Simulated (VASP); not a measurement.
Input:

```yaml
crystal:
  lattice:
    - [3.78067, 0.00000, 0.00000]
    - [0.00000, 3.78067, 0.00000]
    - [0.00000, 0.00000, 3.16374]
  atoms:
    - { symbol: Sm, position: [0.00000, 0.00000, 0.00000] }
    - { symbol: As, position: [0.50000, 0.50000, 0.50000] }
```

Calculation: PBEsol GGA, VASP's PBE PAW potentials (set 64) (plane waves; VASP). Settings: 400 eV cut-off, Gaussian smearing of 0.050 eV, potentials Sm_3 As.

The 4f electrons are frozen in the core of the lanthanide potential, so 4f levels, which can set the real gap, and their magnetism are missing.

Give the energies of bands 6 to 11 at the high-symmetry points, in eV from the Fermi level.

| band | Γ | X | M | Z | R | A |
|---|---|---|---|---|---|---|
| 6 | -1.26 | -5.28 | -2.84 | -5.38 | -3.46 | -4.72 |
| 7 | -1.06 | -2.19 | -2.84 | -1.60 | -2.05 | -4.29 |
| 8 | -0.46 | -0.41 | -0.95 | -1.60 | -0.34 | -4.29 |
| 9 | -0.46 | 1.01 | 2.85 | 0.51 | 0.75 | 4.61 |
| 10 | 2.26 | 4.32 | 3.78 | 4.16 | 0.96 | 4.61 |
| 11 | 3.09 | 4.77 | 3.78 | 5.31 | 1.70 | 5.82 |

It has no gap at this level: it comes out as a metal or semimetal.

The structure comes from a computed database's SmAs entry (P4/mmm); how it stands against other phases isn't given here. It was relaxed first.
